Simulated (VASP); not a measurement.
# Sn3P2 (R-3m) in VASP: notebook

The runs below take Sn3P2 through single point, relaxation of cell and atoms, with PBE.

All numbers are computed with VASP 6.6.1; they aren't measurements. Logs are shortened: lines on timing, memory, paths and dates and some standing lists are left out, and cuts for length are marked.

## Step 1: The structure

It takes space group R-3m (No. 166, trigonal). Conventional cell: a = 4.053 Å, b = 4.053 Å, c = 25.746 Å, α = 90.00°, β = 90.00°, γ = 120.00°. Around Sn (site symmetry 3m) lie 3 P at 2.72 Å. Sn (site symmetry -3m) has 6 P at 2.90 Å as nearest neighbours. Around P (site symmetry 3m) lie 6 Sn at 2.72 to 2.90 Å.

The cell was built by a generator and needn't be a form met in nature.

## Step 2: Single point, PBE

INCAR

```
PREC = Normal
ENCUT = 520
EDIFF = 1E-5
ISMEAR = 0
SIGMA = 0.15
LREAL = Auto
LASPH = T
NELM = 80
ALGO = Fast
ISIF = 2
LWAVE = F
LCHARG = F
GGA = PE
KPAR = 4
```

KPOINTS

```
regular mesh
0
Gamma
  2 4 4
```

POSCAR

```
Sn3P2
1.0
    4.0532660000      2.3401540000     17.1642000000
   -2.0266330000      1.1700770000      8.5821000000
    0.0000000000     -2.3401540000      8.5821000000
Sn P
6 4
Direct
    0.1064375000      0.2128750000      0.2128750000
    0.6064375000      0.2128750000      0.2128750000
    0.3935625000      0.7871250000      0.7871250000
    0.8935625000      0.7871250000      0.7871250000
    0.5000000000      0.0000000000      0.0000000000
    0.0000000000      0.0000000000      0.0000000000
    0.3001115000      0.6002230000      0.6002230000
    0.8001115000      0.6002230000      0.6002230000
    0.1998885000      0.3997770000      0.3997770000
    0.6998885000      0.3997770000      0.3997770000
```

Potentials or basis: VASP PAW PBE potentials, release 64 (Sn_d, P).

Launch:

```
$ cat potpaw_PBE.64/Sn_d/POTCAR potpaw_PBE.64/P/POTCAR > POTCAR
$ mpirun -np 4 vasp_std > vasp.out
```

OUTCAR:

```text
PREC = Normal
   ENCUT = 520
   EDIFF = 1E-5
   ISMEAR = 0
   LREAL = Auto
   LASPH = T
   NELM = 80
   ISIF = 2
   GGA = PE

 ion  position               nearest neighbor table
   1  0.106  0.213  0.213-   7 2.72   8 2.72   7 2.72   4 3.34   3 3.34   4 3.34
   2  0.606  0.213  0.213-   8 2.72   7 2.72   8 2.72   3 3.34   4 3.34   3 3.34
   3  0.394  0.787  0.787-   9 2.72   9 2.72  10 2.72   2 3.34   1 3.34   2 3.34
   4  0.894  0.787  0.787-  10 2.72  10 2.72   9 2.72   1 3.34   2 3.34   1 3.34
   5  0.500  0.000  0.000-   7 2.90  10 2.90   8 2.90   9 2.90   7 2.90  10 2.90
   6  0.000  0.000  0.000-   8 2.90   9 2.90   7 2.90  10 2.90   8 2.90   9 2.90
   7  0.300  0.600  0.600-   1 2.72   1 2.72   2 2.72   5 2.90   6 2.90   5 2.90
   8  0.800  0.600  0.600-   2 2.72   2 2.72   1 2.72   6 2.90   5 2.90   6 2.90
   9  0.200  0.400  0.400-   3 2.72   4 2.72   3 2.72   6 2.90   6 2.90   5 2.90
  10  0.700  0.400  0.400-   4 2.72   3 2.72   4 2.72   5 2.90   5 2.90   6 2.90

  LATTYP: Found a base centered monoclinic cell.
 ALAT       =    17.3229929037
 B/A-ratio  =     0.2339818380
 C/A-ratio  =     0.4052684502
 COS(beta)  =    -0.1350894834

  Lattice vectors:

 A1 = (  -2.0266330000,   1.1700770000,   8.5821000000)
 A2 = (   0.0000000000,  -2.3401540000,   8.5821000000)
 A3 = (   6.0798990000,   3.5102310000,   0.0000000000)

Analysis of symmetry for initial positions (statically):
=====================================================================
 Subroutine PRICEL returns following result:

  LATTYP: Found a trigonal (rhomboedric) cell.
 ALAT       =     8.8954348917
 COS(alpha) =     0.8961884094

  Lattice vectors:

 A1 = (   2.0266330000,   1.1700770000,   8.5821000000)
 A2 = (  -2.0266330000,   1.1700770000,   8.5821000000)
 A3 = (   0.0000000000,  -2.3401540000,   8.5821000000)

   2 primitive cells build up your supercell.

 Routine SETGRP: Setting up the symmetry group for a
 base centered monoclinic supercell.

 Subroutine GETGRP returns: Found  4 space group operations
 (whereof  4 operations were pure point group operations)
 out of a pool of  4 trial point group operations.

The static configuration has the point symmetry C_2h.

Analysis of symmetry for dynamics (positions and initial velocities):
=====================================================================
 Subroutine PRICEL returns following result:

  LATTYP: Found a trigonal (rhomboedric) cell.
 ALAT       =     8.8954348917
 COS(alpha) =     0.8961884094

  Lattice vectors:

 A1 = (   2.0266330000,   1.1700770000,   8.5821000000)
 A2 = (  -2.0266330000,   1.1700770000,   8.5821000000)
 A3 = (   0.0000000000,  -2.3401540000,   8.5821000000)

   2 primitive cells build up your supercell.

 Routine SETGRP: Setting up the symmetry group for a
 base centered monoclinic supercell.

 Subroutine GETGRP returns: Found  4 space group operations
 (whereof  4 operations were pure point group operations)
 out of a pool of  4 trial point group operations.

The dynamic configuration has the point symmetry C_2h.

 Subroutine INISYM returns: Found  4 space group operations
 (whereof  4 operations are pure point group operations),
 and found     2 'primitive' translations

----------------------------------------------------------------------------------------

                                     Primitive cell

  volume of cell :     122.1053

  direct lattice vectors                    reciprocal lattice vectors
     2.026633000  1.170077000  8.582100000     0.246714625  0.142440768  0.038840532
    -2.026633000  1.170077000  8.582100000    -0.246714625  0.142440768  0.038840532
     0.000000000 -2.340154000  8.582100000     0.000000000 -0.284881536  0.038840532

  length of vectors
     8.895434892  8.895434892  8.895434849     0.287517070  0.287517070  0.287517089

[... 45 lines left out ...]
|     Your reciprocal lattice and k-lattice belong to different lattice       |
|     classes:                                                                |
|                                                                             |
|        The reciprocal lattice is base-centered monoclinic,                  |
|        whereas your k-lattice is rhombohedral (trigonal).                   |
|                                                                             |
|     Results are often still useful ...                                      |
|                                                                             |
 -----------------------------------------------------------------------------

 Subroutine IBZKPT returns following result:
 ===========================================

 Found     14 irreducible k-points:

 Following reciprocal coordinates:
            Coordinates               Weight
  0.000000  0.000000  0.000000      1.000000
  0.500000  0.000000  0.000000      1.000000
  0.000000  0.250000  0.000000      4.000000
  0.500000  0.250000  0.000000      4.000000
  0.000000  0.500000  0.000000      2.000000
  0.500000  0.500000  0.000000      2.000000
  0.000000  0.250000  0.250000      2.000000
  0.500000  0.250000  0.250000      2.000000
  0.000000  0.500000  0.250000      4.000000
  0.500000  0.500000  0.250000      4.000000
 -0.000000 -0.250000  0.250000      2.000000
  0.500000 -0.250000  0.250000      2.000000
  0.000000  0.500000  0.500000      1.000000
  0.500000  0.500000  0.500000      1.000000
   k-points           NKPTS =     14   k-points in BZ     NKDIM =     14   number of bands    NBANDS=     62
   number of dos      NEDOS =    301   number of ions     NIONS =     10
   total plane-waves  NPLWV = 250000
   dimension x,y,z NGX =   100 NGY =   50 NGZ =   50
   dimension x,y,z NGXF=   200 NGYF=  100 NGZF=  100
   ions per type =               6   4
   NGX,Y,Z   is equivalent  to a cutoff of   9.34,  9.34,  9.34 a.u.
   NGXF,Y,Z  is equivalent  to a cutoff of  18.69, 18.69, 18.69 a.u.
 SYSTEM =  unknown system
   PREC   = normal    normal or accurate (medium, high low for compatibility)
   ISTART =      0    job   : 0-new  1-cont  2-samecut
   ICHARG =      2    charge: 1-file 2-atom 10-const
   ISPIN  =      1    spin polarized calculation?
   LNONCOLLINEAR =      F non collinear calculations
   LSORBIT =      F    spin-orbit coupling
   LASPH  =      T    aspherical Exc in radial PAW
   ENCUT  =  520.0 eV  38.22 Ry    6.18 a.u.  33.08 16.54 16.54*2*pi/ulx,y,z
   NELM   =     80;   NELMIN=  2; NELMDL= -5     # of ELM steps
   EDIFF  = 0.1E-04   stopping-criterion for ELM
   LREAL  =      T    real-space projection
   EDIFFG = 0.1E-03   stopping-criterion for IOM
   NSW    =      0    number of steps for IOM
   IBRION =     -1    ionic relax: 0-MD 1-quasi-New 2-CG
   NFREE  =      0    steps in history (QN), initial steepest desc. (CG)
   ISIF   =      2    stress and relaxation
   ISYM   =      2    0-nonsym 1-usesym 2-fastsym
   POTIM  = 0.5000    time-step for ionic-motion
   TEBEG  =    0.0;   TEEND  =   0.0 temperature during run
   PSTRESS=    0.0 pullay stress
   NELECT =     104.0000    total number of electrons
   NUPDOWN=      -1.0000    fix difference up-down
   EMIN   =  10.00;   EMAX   =-10.00  energy-range for DOS
   EFERMI =   0.00;   METHOD = LEGACY
   ISMEAR =     0;   SIGMA  =   0.15  broadening in eV -4-tet -1-fermi 0-gaus
   EFERMI_NEDOS =   21; number of points for ismear=-14 and -15
   IALGO  =     68    algorithm
   IMIX   =      4    mixing-type and parameters
     AMIX     =   0.40;   BMIX     =  1.00
     AMIX_MAG =   1.60;   BMIX_MAG =  1.00
  volume/ion in A,a.u.               =      24.42       164.80
  Fermi-wavevector in a.u.,A,eV,Ry     =   1.231680  2.327537 20.640516  1.517035
  Thomas-Fermi vector in A             =   2.366480
   LORBIT       =      0    0 simple, 1 ext, 2 COOP (PROOUT), +10 PAW based schemes
   GGA     = PE    functional components
   LHFCALC =     F    Hartree Fock is set to
   AEXX    =    0.0000 exact exchange contribution
   IVDW    =     0    specifies the selected vdW correction
   LEPSILON=     F    determine dielectric tensor
   LRPA    =     F    only Hartree local field effects (RPA)
 non-spin polarized calculation
 RMM-DIIS sequential band-by-band and
 Gauss-broadening in eV      SIGMA  =   0.15
  energy-cutoff  :      520.00
  volume of cell :      244.21
 maximum number of plane-waves:      6614
   NGX = 67   NGY = 33   NGZ = 33

 number of electron     103.9999919 magnetization

 Free energy of the ion-electron system (eV)
  ---------------------------------------------------
  ext. energy  EPLUGINS =         0.00000000
  ---------------------------------------------------
  free energy    TOTEN  =       -45.24956357 eV

  energy without entropy =      -45.21303130  energy(sigma->0) =      -45.23129744

 E-fermi :   7.5387     XC(G=0): -10.0631

 val. band max:        7.5038159676   @ k =   0.0000   0.0000   0.0000
 cond. band min:       7.6167427958   @ k =   0.5000   0.2500   0.2500
 fundamental gap:      0.1129268282
 Fermi energy:         7.5386572293

 k-point     1 :       0.0000    0.0000    0.0000
  band No.  band energies     occupation
      1     -14.4041      2.00000
      2     -14.3937      2.00000
      3     -14.3937      2.00000
      4     -14.3750      2.00000
      5     -14.3720      2.00000
      6     -14.3610      2.00000
[... 899 lines left out ...]
     61      10.2812      0.00000
     62      10.2812      0.00000

------------------------ aborting loop because EDIFF is reached ----------------------------------------

  FORCE on cell =-STRESS in cart. coord.  units (eV):
  Direction    XX          YY          ZZ          XY          YZ          ZX
  --------------------------------------------------------------------------------------
  -------------------------------------------------------------------------------------
  Total       -0.3101374     -0.3090780     -2.0137739     -0.0009174      0.0000667      0.0001158
  in kB       -2.0346998     -2.0277498    -13.2116455     -0.0060186      0.0004377      0.0007597
  external PRESSURE =      -5.7580317 kB  Pullay stress =       0.0000000 kB

 VOLUME and BASIS-vectors are now :
 -----------------------------------------------------------------------------
  energy-cutoff  :      520.00
  volume of cell :      244.21
      direct lattice vectors                 reciprocal lattice vectors
     4.053266000  2.340154000 17.164200000     0.123357312  0.071220384  0.019420266
    -2.026633000  1.170077000  8.582100000    -0.246714625  0.142440768  0.038840532
     0.000000000 -2.340154000  8.582100000     0.000000000 -0.284881536  0.038840532

 POSITION                                       TOTAL-FORCE (eV/Angst)
 -----------------------------------------------------------------------------------
      0.00000      0.00000      5.48074         0.000061      0.000035      0.202148
      2.02663      1.17008     14.06284         0.000061      0.000035      0.202148
      0.00000      0.00000     20.26556        -0.000061     -0.000035     -0.202148
      2.02663      1.17008     28.84766        -0.000061     -0.000035     -0.202148
      2.02663      1.17008      8.58210         0.000000     -0.000000     -0.000000
      0.00000      0.00000      0.00000         0.000000     -0.000000     -0.000000
      0.00000      0.00000     15.45352        -0.000055     -0.000032     -0.020710
      2.02663      1.17008     24.03562        -0.000055     -0.000032     -0.020710
      0.00000      0.00000     10.29278         0.000055      0.000032      0.020710
      2.02663      1.17008     18.87488         0.000055      0.000032      0.020710
 -----------------------------------------------------------------------------------
    total drift:                               -0.000000     -0.000000      0.000000

  FREE ENERGIE OF THE ION-ELECTRON SYSTEM (eV)
  ---------------------------------------------------
  free  energy   TOTEN  =       -45.2495635739 eV

  energy  without entropy=      -45.2130312992  energy(sigma->0) =      -45.23129744
```

Run time: 4.4 min. Hardware: 4 MPI ranks of Intel Xeon Platinum 8259CL at 2.50GHz (Skylake/Cascade Lake), shared host; peak memory 0.6 GiB.

What came out:

```
Free energy            : -45.2496 eV
Pressure               : -0.6 GPa
Largest force          : 0.202 eV/Å
Band gap on the k mesh : none (metal or under the smearing width)
```

Forces on the atoms (eV/Å):
```
Sn   0.000  0.000  0.202
Sn   0.000  0.000  0.202
Sn   0.000  0.000 -0.202
Sn   0.000  0.000 -0.202
Sn   0.000  0.000  0.000
Sn   0.000  0.000  0.000
P    0.000  0.000 -0.021
P    0.000  0.000 -0.021
P    0.000  0.000  0.021
P    0.000  0.000  0.021
```

Stress tensor (GPa, compression positive):
```
-0.20  0.00  0.00
 0.00 -0.20  0.00
 0.00  0.00 -1.32
```

Levels at points of the mesh, in eV from the Fermi level:
```
           k point  band 50  band 51  band 52  band 53  band 54  band 55
(0.00, 0.00, 0.00)    -1.64    -0.67    -0.23    -0.03     1.29     1.29
(0.50, 0.00, 0.00)    -2.21    -0.65    -0.65     1.32     1.32     1.39
(0.00, 0.50, 0.00)    -2.15    -1.85    -0.67    -0.42    -0.32     0.47
(0.50, 0.50, 0.00)    -2.00    -1.51    -1.51     0.49     0.49     1.40
(0.00, 0.50, 0.50)    -1.37    -0.42    -0.32     0.09     0.47     0.86
(0.50, 0.50, 0.50)    -1.57    -0.65    -0.65     0.74     0.74     1.13
```

Caveat: the k mesh is coarse (spacing up to 0.45 Å⁻¹), so the values aren't converged.

(Continued in part 2 of 2.)
